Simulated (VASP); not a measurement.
# SbAs with PBEsol: from relaxation to properties

What structure does SbAs take at this level, and what are its properties? The steps: first try, full relaxation (PBEsol), second relaxation, density, ELF and potential (PBEsol), bands along the symmetry lines (PBEsol), total and projected DOS (PBEsol), optical spectrum (PBEsol), electric field gradients (PBEsol) and total energy, forces and stress (PBEsol) with a changed input. Left out of this account: at least 1 further run (optics: it repeats an earlier run and gave the same numbers). The start is a computed cell from the Materials Project.

Program: VASP 6.6.1. Level of theory: PBEsol; plane waves and PAW (Sb, As). Results are calculated unless marked as measured.

### Step 1. The starting structure

Before any relaxation, the start is as follows. Symmetry: R3m, No. 160, trigonal system. The conventional cell has a = 4.065 Å, b = 4.065 Å, c = 11.150 Å, α = 90.00°, β = 90.00°, γ = 120.00°. Nearest to Sb lie 6 As at 2.73 to 3.30 Å. Nearest to As lie 6 Sb at 2.73 to 3.30 Å. Farther neighbours are not listed.

Coordinates:

```
Sb As
1.0
     2.03271    1.17359    3.71659
    -2.03271    1.17359    3.71659
     0.00000   -2.34718    3.71659
Sb As
1 1
Direct
  0.22910 0.22910 0.22910
  0.77090 0.77090 0.77090
```

### Step 2. First try

This run is made with a changed input; what comes of it follows.

INCAR

```
SYSTEM = SbAs
PREC = Accurate
ENCUT = 400
EDIFF = 1E-06
NELM = 93
ISMEAR = 0
SIGMA = 0.05
LREAL = .FALSE.
ALGO = Normal
GGA = PS
NBANDS = 11
LORBIT = 11
LWAVE = .FALSE.
LCHARG = .FALSE.
KPAR = 2
IBRION = 1
NSW = 30
ISIF = 3
EDIFFG = -0.01
POTIM = 3
```

POSCAR

```
SbAs
1.0
    2.0327141219      1.1735880455      3.7165943000
   -2.0327141219      1.1735880455      3.7165943000
    0.0000000000     -2.3471760909      3.7165943000
Sb As
1 1
Direct
    0.2290984100      0.2290984100      0.2290984100
    0.7708995900      0.7708995900      0.7708995900
```

KPOINTS

```
Automatic mesh
0
Gamma
7 7 7
0 0 0
```

Potentials, in the order of the species: Sb and As (PBE family, release 64).

Command:

```
mpirun -np 2 vasp_std
```

Output:

```text
[banner, memory and clock lines left out]
running    2 mpi-ranks, on    1 nodes
 distrk:  each k-point on    1 cores,    2 groups
 distr:  one band on    1 cores,    1 groups

 POSCAR found type information on POSCAR SbAs
 POSCAR found :  2 types and       2 ions
|                                                                             |
|               ----> ADVICE to this user running VASP <----                  |
|                                                                             |
|     You enforced a specific xc type in the INCAR file but a different       |
|     [... a line on the potential file left out ...]
|     I HOPE YOU KNOW WHAT YOU ARE DOING!                                     |
|                                                                             |

 LDA part: xc-table for (Slater+PW92), standard interpolation
 POSCAR, INCAR and KPOINTS ok, starting setup
 FFT: planning ... GRIDC
 FFT: planning ... GRID_SOFT
 FFT: planning ... GRID
 WAVECAR not read
 entering main loop
       N       E                     dE             d eps       ncg     rms          rms(c)
DAV:   1     0.265939217613E+02    0.26594E+02   -0.33378E+03   968   0.593E+02
DAV:   2    -0.817518292993E+01   -0.34769E+02   -0.33761E+02  1303   0.106E+02
DAV:   3    -0.974207491224E+01   -0.15669E+01   -0.15619E+01  1209   0.246E+01
DAV:   4    -0.975371705493E+01   -0.11642E-01   -0.11641E-01  1085   0.249E+00
DAV:   5    -0.975382510353E+01   -0.10805E-03   -0.10805E-03  1124   0.259E-01    0.303E+00
DAV:   6    -0.968917130431E+01    0.64654E-01   -0.22250E-01  1040   0.161E+00    0.185E+00
DAV:   7    -0.968262903317E+01    0.65423E-02   -0.28371E-02  1130   0.851E-01    0.642E-01
DAV:   8    -0.968108253837E+01    0.15465E-02   -0.35107E-03  1046   0.290E-01    0.778E-02
DAV:   9    -0.968106952424E+01    0.13014E-04   -0.52497E-04  1079   0.125E-01    0.429E-02
DAV:  10    -0.968107160373E+01   -0.20795E-05   -0.26865E-05  1139   0.329E-02    0.201E-02
DAV:  11    -0.968107174989E+01   -0.14616E-06   -0.14869E-05  1073   0.158E-02    0.385E-03
DAV:  12    -0.968107152959E+01    0.22030E-06   -0.10978E-06   568   0.639E-03
   1 F= -.96810715E+01 E0= -.96808626E+01  d E =-.968107E+01
 BRION: g(F)=  0.116E-01 g(S)=  0.147E+00
 bond charge predicted
       N       E                     dE             d eps       ncg     rms          rms(c)
DAV:   1    -0.102486733112E+02   -0.56760E+00   -0.34498E+01  1046   0.308E+01    0.501E+00
DAV:   2    -0.956308744709E+01    0.68559E+00   -0.10008E+00  1034   0.610E+00    0.278E+00
DAV:   3    -0.925062321757E+01    0.31246E+00   -0.73321E-01   998   0.422E+00    0.969E-01
DAV:   4    -0.924725748405E+01    0.33657E-02   -0.22477E-02  1073   0.100E+00    0.622E-01
DAV:   5    -0.924569109678E+01    0.15664E-02   -0.34351E-03  1076   0.309E-01    0.239E-01
DAV:   6    -0.924563917667E+01    0.51920E-04   -0.22259E-04  1022   0.929E-02    0.326E-02
DAV:   7    -0.924563794658E+01    0.12301E-05   -0.12868E-05  1169   0.233E-02    0.178E-02
DAV:   8    -0.924563682277E+01    0.11238E-05   -0.21639E-06   790   0.875E-03    0.467E-03
DAV:   9    -0.924563663345E+01    0.18932E-06   -0.48828E-07   514   0.415E-03
   2 F= -.92456366E+01 E0= -.92453216E+01  d E =0.435435E+00
[... from here on, the cycles between the ionic steps are left out ...]
   3 F= -.95545001E+01 E0= -.95545001E+01  d E =-.308863E+00
   4 F= -.96978140E+01 E0= -.96978140E+01  d E =-.143314E+00
   5 F= -.96920162E+01 E0= -.96920162E+01  d E =0.579778E-02
   6 F= -.96811283E+01 E0= -.96811122E+01  d E =0.108880E-01
   7 F= -.97169102E+01 E0= -.97169102E+01  d E =-.357820E-01
   8 F= -.97150984E+01 E0= -.97150984E+01  d E =0.181182E-02
   9 F= -.97145879E+01 E0= -.97145878E+01  d E =0.510520E-03
 BRION: g(F)=  0.203E-02 g(S)=  0.420E-01 retain N=  2 mean eig= 0.87
 eig:   0.868  0.868
 bond charge predicted
       N       E                     dE             d eps       ncg     rms          rms(c)
DAV:   1    -0.972453556397E+01   -0.99480E-02   -0.39300E-01  1079   0.318E+00    0.356E-01
DAV:   2    -0.972049816977E+01    0.40374E-02   -0.13482E-02  1022   0.743E-01    0.223E-01
DAV:   3    -0.971827317176E+01    0.22250E-02   -0.56568E-03  1049   0.366E-01    0.440E-02
DAV:   4    -0.971825831026E+01    0.14861E-04   -0.19983E-04  1076   0.918E-02    0.361E-02
DAV:   5    -0.971825185189E+01    0.64584E-05   -0.21048E-05  1115   0.252E-02    0.157E-02
DAV:   6    -0.971825124206E+01    0.60983E-06   -0.28372E-06  1022   0.965E-03
  10 F= -.97182512E+01 E0= -.97182512E+01  d E =-.366335E-02
 BRION: g(F)=  0.554E-04 g(S)=  0.581E-04 retain N=  1 mean eig= 0.25
 eig:   0.254
 reached required accuracy - stopping structural energy minimisation
```

The job ended after 94 s (2 MPI ranks of AMD EPYC 7R43, shared host; peak memory 0.3 GiB).

The logs omit lines about the potential files and the build; timing stands in the text.

Parts of OUTCAR (step 2):

```text
ion  position               nearest neighbor table
   1  0.229  0.229  0.229-   2 2.73   2 2.73   2 2.73   2 3.30   2 3.30   2 3.30
   2  0.771  0.771  0.771-   1 2.73   1 2.73   1 2.73   1 3.30   1 3.30   1 3.30

  LATTYP: Found a trigonal (rhomboedric) cell.
 ALAT       =     4.3957148216
 COS(alpha) =     0.5723154261

 Subroutine GETGRP returns: Found  6 space group operations
 (whereof  6 operations were pure point group operations)

The static configuration has the point symmetry C_3v.

 Found     44 irreducible k-points:

   k-points           NKPTS =     44   k-points in BZ     NKDIM =     44   number of bands    NBANDS=     11

   dimension x,y,z NGX =    30 NGY =   30 NGZ =   30
   dimension x,y,z NGXF=    60 NGYF=   60 NGZF=   60

   ENCUT  =  400.0 eV  29.40 Ry    5.42 a.u.   7.17  7.17  7.17*2*pi/ulx,y,z

   NELECT =      10.0000    total number of electrons

 k-points in reciprocal lattice and weights: Automatic mesh
   0.00000000  0.00000000  0.00000000       0.003
   0.14285714 -0.00000000  0.00000000       0.017
   0.28571429  0.00000000  0.00000000       0.017
   0.42857143  0.00000000  0.00000000       0.017
   0.14285714  0.14285714  0.00000000       0.017
   0.28571429  0.14285714  0.00000000       0.035
   0.42857143  0.14285714  0.00000000       0.035
  -0.42857143  0.14285714 -0.00000000       0.035
  -0.28571429  0.14285714 -0.00000000       0.035
[...]
0.42857143  0.42857143  0.42857143       0.006
  -0.42857143  0.42857143  0.42857143       0.017

 average (electrostatic) potential at core
       1 -86.2729       2 -48.1650

 E-fermi :   6.6102

 k-point     1 :       0.0000    0.0000    0.0000
  band No.  band energies     occupation
      1      -7.2070      2.00000
      2       1.5489      2.00000
      3       4.5849      2.00000
      4       4.7270      2.00000
      5       4.7270      2.00000
      6       9.1557      0.00000
      7       9.8492      0.00000
      8       9.8492      0.00000
      9      12.2701      0.00000
     10      12.2701      0.00000
    ...

 k-point     2 :       0.1429   -0.0000    0.0000
  band No.  band energies     occupation
      1      -6.9638      2.00000
      2       0.5559      2.00000
      3       4.5996      2.00000
      4       4.6804      2.00000
      5       5.1481      2.00000
      6       8.8803      0.00000
      7       9.2137      0.00000
      8       9.2371      0.00000
      9      11.7007      0.00000
     10      12.3182      0.00000
    ...

 k-point     3 :       0.2857    0.0000    0.0000
  band No.  band energies     occupation
      1      -6.2515      2.00000
      2      -1.2995      2.00000
      3       4.6202      2.00000
      4       4.6387      2.00000
      5       5.6564      2.00000
      6       7.8633      0.00000
      7       8.0492      0.00000
      8       8.1107      0.00000
      9      12.4361      0.00000
     10      13.2781      0.00000
    ...

  Total        0.0048976      0.0048976     -0.0188018     -0.0000000     -0.0000000      0.0000000
  in kB        0.1568773      0.1568773     -0.6022493     -0.0000000     -0.0000000      0.0000000
  external PRESSURE =      -0.0961649 kB  Pullay stress =       0.0000000 kB

  energy-cutoff  :      400.00
  volume of cell :       50.02
      direct lattice vectors                 reciprocal lattice vectors
     2.033644139  1.174124991  3.491340107     0.245864058  0.141949680  0.095474323
    -2.033644139  1.174124991  3.491340107    -0.245864058  0.141949680  0.095474323
    -0.000000000 -2.348249982  3.491340107    -0.000000000 -0.283899360  0.095474323

 POSITION                                       TOTAL-FORCE (eV/Angst)
 -----------------------------------------------------------------------------------
      0.00000      0.00000      2.45132        -0.000000     -0.000000     -0.009782
      0.00000      0.00000      8.02268         0.000000      0.000000      0.009782
 -----------------------------------------------------------------------------------
    total drift:                               -0.000000      0.000000      0.000086

  FREE ENERGIE OF THE ION-ELECTRON SYSTEM (eV)
  ---------------------------------------------------
  free  energy   TOTEN  =        -9.7182512421 eV

  energy  without entropy=       -9.7182512416  energy(sigma->0) =       -9.71825124

 reached required accuracy - stopping structural energy minimisation

 total charge
# of ion       s       p       d       tot
------------------------------------------
    1        1.229   1.096   0.046   2.371
    2        1.296   1.378   0.038   2.712
--------------------------------------------------
tot          2.526   2.474   0.084   5.084

[... 3 further parts left out ...]
```

The run converged. In volume (within 0.3 %) and energy (within 2 meV an atom) it ends like the sound relaxation.

Settings moved from the usual: NELM = 93, NSW = 30, POTIM = 3.0 and IBRION = 1.

### Step 3. Full relaxation (PBEsol)

Properties are meant for the cell that this level of theory prefers, so cell and atoms are relaxed first (ISIF = 3) until forces and stress are small; EDIFFG sets the threshold.

Changes to INCAR since step 2:

```diff
@@ -4,3 +4,3 @@
 EDIFF = 1E-06
-NELM = 93
+NELM = 100
 ISMEAR = 0
@@ -15,6 +15,5 @@
 KPAR = 2
-IBRION = 1
-NSW = 30
+IBRION = 2
+NSW = 60
 ISIF = 3
 EDIFFG = -0.01
-POTIM = 3
```

POSCAR is that of step 2.

KPOINTS is that of step 2.

Command:

```
mpirun -np 2 vasp_std
```

Output:

```text
[banner, memory and clock lines left out]
running    2 mpi-ranks, on    1 nodes
 distrk:  each k-point on    1 cores,    2 groups
 distr:  one band on    1 cores,    1 groups

 POSCAR found type information on POSCAR SbAs
 POSCAR found :  2 types and       2 ions
 [... a notice as in an earlier step ...]

 LDA part: xc-table for (Slater+PW92), standard interpolation
 POSCAR, INCAR and KPOINTS ok, starting setup
 FFT: planning ... GRIDC
 FFT: planning ... GRID_SOFT
 FFT: planning ... GRID
 WAVECAR not read
 entering main loop
       N       E                     dE             d eps       ncg     rms          rms(c)
[... 12 cycles as in an earlier step ...]
   1 F= -.96810715E+01 E0= -.96808626E+01  d E =-.968107E+01
 curvature:   0.00 expect dE= 0.000E+00 dE for cont linesearch  0.000E+00
 trial: gam= 0.00000 g(F)=  0.193E-02 g(S)=  0.245E-01 ort = 0.000E+00 (trialstep = 0.100E+01)
 search vector abs. value=  0.265E-01
 bond charge predicted
       N       E                     dE             d eps       ncg     rms          rms(c)
DAV:   1    -0.972258609859E+01   -0.41514E-01   -0.85610E-01  1031   0.444E+00    0.720E-01
DAV:   2    -0.970377427090E+01    0.18812E-01   -0.27401E-02  1037   0.983E-01    0.410E-01
DAV:   3    -0.969566995516E+01    0.81043E-02   -0.18212E-02   998   0.639E-01    0.102E-01
DAV:   4    -0.969555105845E+01    0.11890E-03   -0.50161E-04  1115   0.135E-01    0.739E-02
DAV:   5    -0.969552302750E+01    0.28031E-04   -0.56403E-05  1082   0.410E-02    0.291E-02
DAV:   6    -0.969552189906E+01    0.11284E-05   -0.45071E-06  1049   0.132E-02    0.288E-03
DAV:   7    -0.969552157856E+01    0.32050E-06   -0.61721E-07   553   0.416E-03
   2 F= -.96955216E+01 E0= -.96954911E+01  d E =-.144500E-01
[... from here on, the cycles between the ionic steps are left out ...]
   3 F= -.96955711E+01 E0= -.96955447E+01  d E =-.144996E-01
   4 F= -.97082260E+01 E0= -.97082252E+01  d E =-.126549E-01
   5 F= -.97161117E+01 E0= -.97161117E+01  d E =-.205405E-01
   6 F= -.97171200E+01 E0= -.97171200E+01  d E =-.215489E-01
   7 F= -.97174084E+01 E0= -.97174084E+01  d E =-.288364E-03
   8 F= -.97182159E+01 E0= -.97182159E+01  d E =-.109586E-02
   9 F= -.97182155E+01 E0= -.97182155E+01  d E =-.109545E-02
  10 F= -.97182514E+01 E0= -.97182514E+01  d E =-.358997E-04
 trial-energy change:   -0.000036  1 .order   -0.000036   -0.000049   -0.000024
 step:   1.8624(harm=  1.8624)  dis= 0.00079  next Energy=    -9.718263 (dE=-0.472E-04)
 bond charge predicted
       N       E                     dE             d eps       ncg     rms          rms(c)
DAV:   1    -0.971826707283E+01   -0.15704E-04   -0.58698E-04  1064   0.136E-01    0.121E-02
DAV:   2    -0.971826388561E+01    0.31872E-05   -0.17007E-05  1025   0.271E-02    0.692E-03
DAV:   3    -0.971826240541E+01    0.14802E-05   -0.55485E-06  1145   0.123E-02    0.133E-03
DAV:   4    -0.971826242874E+01   -0.23327E-07   -0.54493E-07   535   0.487E-03
  11 F= -.97182624E+01 E0= -.97182624E+01  d E =-.469349E-04
 curvature:  -0.93 expect dE=-0.262E-05 dE for cont linesearch -0.729E-11
 trial: gam= 0.05243 g(F)=  0.144E-05 g(S)=  0.137E-05 ort =-0.199E-07 (trialstep = 0.114E+01)
 search vector abs. value=  0.295E-05
 reached required accuracy - stopping structural energy minimisation
```

Elapsed: 95 s, on 2 MPI ranks; peak memory 0.3 GiB; 3 min of CPU time.

OUTCAR, selected parts (step 3):

```text
The static configuration has the point symmetry C_3v.

 Found     44 irreducible k-points:

   NELECT =      10.0000    total number of electrons

 E-fermi :   6.6027

 k-point     1 :       0.0000    0.0000    0.0000
  band No.  band energies     occupation
      1      -7.2122      2.00000
      2       1.5392      2.00000
      3       4.5867      2.00000
      4       4.7147      2.00000
      5       4.7147      2.00000
      6       9.1329      0.00000
      7       9.8358      0.00000
      8       9.8358      0.00000
      9      12.2650      0.00000
     10      12.2650      0.00000
    ...

 k-point     2 :       0.1429   -0.0000    0.0000
  band No.  band energies     occupation
      1      -6.9693      2.00000
      2       0.5465      2.00000
      3       4.5977      2.00000
      4       4.6674      2.00000
      5       5.1387      2.00000
      6       8.8632      0.00000
      7       9.2051      0.00000
      8       9.2299      0.00000
      9      11.6918      0.00000
     10      12.3188      0.00000
    ...

  Total       -0.0025520     -0.0025520     -0.0066201      0.0000000     -0.0000000      0.0000000
  in kB       -0.0816882     -0.0816882     -0.2119031      0.0000000     -0.0000000      0.0000000
  external PRESSURE =      -0.1250931 kB  Pullay stress =       0.0000000 kB

  energy-cutoff  :      400.00
  volume of cell :       50.05
      direct lattice vectors                 reciprocal lattice vectors
     2.034385629  1.174553091  3.491233403     0.245774446  0.141897942  0.095477241
    -2.034385629  1.174553091  3.491233403    -0.245774446  0.141897942  0.095477241
     0.000000000 -2.349106181  3.491233403     0.000000000 -0.283795885  0.095477241

 POSITION                                       TOTAL-FORCE (eV/Angst)
 -----------------------------------------------------------------------------------
      0.00000      0.00000      2.44968         0.000000      0.000000      0.003866
      0.00000      0.00000      8.02400        -0.000000     -0.000000     -0.003866
 -----------------------------------------------------------------------------------
    total drift:                               -0.000000      0.000000      0.000145

  FREE ENERGIE OF THE ION-ELECTRON SYSTEM (eV)
  ---------------------------------------------------
  free  energy   TOTEN  =        -9.7182624287 eV

  energy  without entropy=       -9.7182624285  energy(sigma->0) =       -9.71826243

[... 9 parts as in an earlier step ...]

[... 5 further parts left out ...]
```

CONTCAR:

```
SbAs
   1.00000000000000
     2.0343856290568163    1.1745530906049153    3.4912334030561412
    -2.0343856290568163    1.1745530906049153    3.4912334030561412
     0.0000000000000000   -2.3491061811159151    3.4912334030580632
  Sb              As
     1     1
Direct
     0.2338883674452054    0.2338883674452054    0.2338883674452051
     0.7661096325547925    0.7661096325547925    0.7661096325547929
```

This mesh shows a gap, while another run on the same cell is judged to have none; mesh, path or smearing differ between them. The PAW data sets were made with PBE, which is usual practice but a small mismatch for other functionals. The run keeps the 6 symmetry operations of its start, so it cannot find a distortion of lower symmetry.

The steps of the relaxation:

```csv
step,energy less that of the first step (eV),largest force (eV/Å),pressure (GPa),volume (Å³)
1,0.0000,0.1416,-1.63,53.20
2,-0.0145,0.3217,0.56,51.14
3,-0.0145,0.3326,0.70,51.02
4,-0.0272,0.2136,0.61,50.50
5,-0.0350,0.0103,0.83,49.24
6,-0.0360,0.0396,0.72,49.55
7,-0.0363,0.0477,-0.60,50.47
8,-0.0371,0.0077,0.00,50.04
9,-0.0371,0.0088,0.00,50.05
10,-0.0372,0.0022,-0.01,50.05
11,-0.0372,0.0039,-0.01,50.05
```

```csv
"conventional cell, symmetrised",before,after,change
a (Å),4.065,4.069,+0.1 %
b (Å),4.065,4.069,+0.1 %
c (Å),11.150,10.474,-6.1 %
volume (Å³/atom),26.60,25.03,-5.9 %
```

The atoms that moved most (Å, as changes of fractional coordinates times the final cell):

```csv
atom,dx,dy,dz,length
Sb1,0.000,0.000,0.050,0.050
As2,0.000,0.000,-0.050,0.050
```

The relaxed structure:

```cif
data_structure
_symmetry_space_group_name_H-M 'P 1'
_symmetry_Int_Tables_number 1
_cell_length_a 4.2080
_cell_length_b 4.2080
_cell_length_c 4.2080
_cell_angle_alpha 57.823
_cell_angle_beta 57.823
_cell_angle_gamma 57.823
_cell_volume 50.05
loop_
_atom_site_label
_atom_site_type_symbol
_atom_site_fract_x
_atom_site_fract_y
_atom_site_fract_z
_atom_site_occupancy
Sb1 Sb 0.23389 0.23389 0.23389 1
As2 As 0.76611 0.76611 0.76611 1
```

This step gave:

| Quantity | Value |
| --- | --- |
| electrons | 10 |
| bands | 11 |
| irreducible k-points | 44 |
| symmetry operations | 6 |
| free energy (TOTEN) | -9.718 eV |
| Fermi energy | 6.603 eV |
| pressure | -0.01251 GPa |
| SCF cycles over all ionic steps | 62 |

It ends with a largest force of 0.004 eV/Å and a pressure of -0.01 GPa.

[end of part 1 of 4]

[Lines on the potential files, build, host, timing and source positions are cut from VASP's logs without a mark.]

[Logs are printed without paths, hosts, clocks, repeated set-up lines and the standing remarks that a program may print on its own settings, such as how far it seeks lower states.]

[Hosts, paths, dates, database ids (printed as entryN), source tags and the programs' standing remarks are cut or masked in the printed files.]

[A measured line is paired with the nearest computed mode of its activity, which favours agreement.]

[In band tables of VASP the shares of atoms and orbitals are scaled to a sum of 1 inside the atoms' spheres.]
